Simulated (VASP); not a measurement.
Wanted: the native input for a VASP 6.6.1 run.

| Quantity | Value |
| --- | --- |
| Task | single point |
| Functional | PBE |
| Potentials or basis | VASP PAW PBE potentials, release 64 (Sm, Pd) |
| Cutoff | 520 eV |
| k mesh | 10 × 10 × 10 |
| Occupations | fermi-dirac, width 0.05 eV |
| Spin | collinear spin, ferromagnetic start |
| Starting moments | [5.0, 0.0, 0.0] μB |
| Further INCAR settings | ALGO = Normal; EDIFF = 1e-07; NBANDS = 29 |

The structure of SmPd2 lies in POSCAR:

```
SmPd2
1.0
   -1.9737260000      1.9737260000      4.3690780000
    1.9737260000     -1.9737260000      4.3690780000
    1.9737260000      1.9737260000     -4.3690780000
Sm Pd
1 2
Direct
    0.0000000000      0.0000000000      0.0000000000
    0.2500000000      0.7500000000      0.5000000000
    0.7500000000      0.2500000000      0.5000000000
```

The cell comes from a database or a generator and needn't be the stable form of this composition.

One way to write it, as run:

INCAR

```
PREC = Accurate
ENCUT = 520
EDIFF = 1E-7
ISMEAR = -1
SIGMA = 0.05
LREAL = False
LASPH = True
NELM = 150
ALGO = Normal
ISIF = 2
LWAVE = False
LCHARG = False
ISPIN = 2
MAGMOM = 5 0 0
LORBIT = 11
LMAXMIX = 6
GGA = PE
NBANDS = 29
```

KPOINTS

```
Automatic mesh
0
Gamma
  10 10 10
```

Potentials or basis: VASP PAW PBE potentials, release 64 (Sm, Pd).

Command:

```console
$ cat potpaw_PBE.64/Sm/POTCAR potpaw_PBE.64/Pd/POTCAR > POTCAR
$ mpirun -np 1 vasp_std > vasp.out
```

It gave:

- Pressure: 1.6 GPa
- Band gap on the k mesh: none (metal or under the smearing width)
- Net moment: 5.58 μB per cell
- Site moments: Sm +5.36; Pd -0.06 μB
- Valence electrons inside the program's atomic spheres: Sm 13.63; Pd 9.44

Caveat: the magnetic or orbital state may not be the lowest; spin-orbit coupling is left out, which moves the levels of the heavy elements; without U or exact exchange the open f shell lies at the Fermi level, which spoils levels, moments and volumes.

It took 27 min on 1 thread of Intel(R) Xeon(R) Platinum 8488C (Sapphire Rapids), with other jobs on the host, peak memory 0.56 GiB.
